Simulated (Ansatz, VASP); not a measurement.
# Two plane-wave programs on SnPt3

```xyz
4
Lattice="4.0067 0.0000 0.0000 0.0000 4.0067 0.0000 0.0000 0.0000 4.0067" Properties=species:S:1:pos:R:3 pbc="T T T"
Sn    0.0000    0.0000    0.0000
Pt    0.0000    2.0034    2.0034
Pt    2.0034    0.0000    2.0034
Pt    2.0034    2.0034    0.0000
```

Alike in both runs: task single point; functional LDA; k mesh 10 × 10 × 10; occupations fermi-dirac, width 0.15 eV; no spin polarisation.

```csv
,VASP,Ansatz
version,VASP 6.6.1,Ansatz 0.2.0
potentials or method,"VASP PAW LDA potentials, release 64 (Sn_d, Pt)","scalar-relativistic, plane waves, PAW"
plane-wave cutoff (eV),520,420
valence electrons in the cell,44,68
```

VASP gave:

```
gap on the k mesh at the Fermi level (eV) : none
pressure (GPa)                            : -3.9
```

**Question.** Which values does Ansatz return?

**Answer.** gap on the k mesh at the Fermi level (eV): none; pressure (GPa): -4.6.

A gap of «none» marks a metal or a gap that the smearing closes. The two sets of potentials don't hold the same shells in valence.

The runs have no spin-orbit coupling, so splittings on Pt are missing.
